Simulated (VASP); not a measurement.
Consider the following.

```
Ge
1.0
    0.00000     2.85107     2.85107
    2.85107     0.00000     2.85107
    2.85107     2.85107     0.00000
Ge
2
Direct
  0.00000   0.00000   0.00000
  0.25000   0.25000   0.25000
```

Method: PBE GGA, VASP's PBE PAW potentials (set 64) (plane waves; VASP). Run with 300 eV cut-off, 5×5×5 Γ-centred mesh, Fermi-Dirac smearing of 0.010 eV, potentials Ge_d.

Task: What does the run give for the energy per atom (σ→0), band gap (on the k-mesh) with the smallest direct gap where there is one?

Result: 
```
Item                                                        Result
------------------------  ----------------------------------------
band gap (on the k-mesh)  none (metal, semimetal or under 0.01 eV)
energy per atom (σ→0)                               -4.462 eV/atom
```

The structure is a typed Ge crystal (Fd-3m). The cell was not relaxed at this level. The k-mesh is coarse (spacing up to 0.38 per Å, 2π included), so the numbers may not be converged in it.
